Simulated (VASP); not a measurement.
A convergence study with VASP on HfS2 (1T layered): one setting is varied, all else stays as given below, so the limit is that of these other settings.

```
CELL_PARAMETERS angstrom
      1.81500    -3.14367     0.00000
      1.81500     3.14367     0.00000
      0.00000     0.00000     5.85000
ATOMIC_POSITIONS crystal
  Hf 0.00000 0.00000 0.00000
  S  0.33333 0.66667 0.25000
  S  0.66667 0.33333 0.75000
```

Method: PBE GGA, VASP's PBE PAW potentials (set 64) (plane waves; VASP). The tightest run used: 550 eV cut-off, 16×16×8 Γ-centred mesh, Gaussian smearing of 0.050 eV, potentials Hf_pv S.

Question: The settings run are 1×1×1 mesh; 2×2×1 mesh; 3×3×2 mesh; 4×4×2 mesh; 5×5×2 mesh; 6×6×3 mesh; 7×7×4 mesh; 8×8×4 mesh; 9×9×4 mesh; 10×10×5 mesh; 11×11×6 mesh; 12×12×6 mesh; 13×13×6 mesh; 14×14×7 mesh; 15×15×8 mesh; 16×16×8 mesh. From which on does the energy per atom stay within 0.002 eV/atom of the tightest run?

Answer: From 7×7×4 mesh on: it is off by 0.0015 there and by no more than 0.002 in any finer run, while 6×6×3 mesh is off by 0.0038.
```csv
setting,E (eV/atom),pressure (GPa),irreducible k-points,difference judged (eV/atom)
1×1×1 mesh,-4.8516,21.52,1,2.7764
2×2×1 mesh,-7.3079,2.50,2,0.3201
3×3×2 mesh,-7.5567,1.11,6,0.0713
4×4×2 mesh,-7.6003,0.66,8,0.0277
5×5×2 mesh,-7.6165,0.45,10,0.0115
6×6×3 mesh,-7.6242,0.30,17,0.0038
7×7×4 mesh,-7.6265,0.25,28,0.0015
8×8×4 mesh,-7.6274,0.23,35,0.0006
9×9×4 mesh,-7.6277,0.22,43,0.0003
10×10×5 mesh,-7.6279,0.22,58,0.0001
11×11×6 mesh,-7.6280,0.22,84,0.0001
12×12×6 mesh,-7.6280,0.21,100,0.0000
13×13×6 mesh,-7.6280,0.21,112,0.0000
14×14×7 mesh,-7.6280,0.21,144,0.0000
15×15×8 mesh,-7.6280,0.21,192,0.0000
16×16×8 mesh,-7.6280,0.21,213,0.0000
```

Left out are rungs that failed or repeat a setting and relaxations that didn't move; long series are thinned to 24 rows.

The compound is HfS2 in the 1T layered structure. The cell was not relaxed at this level.
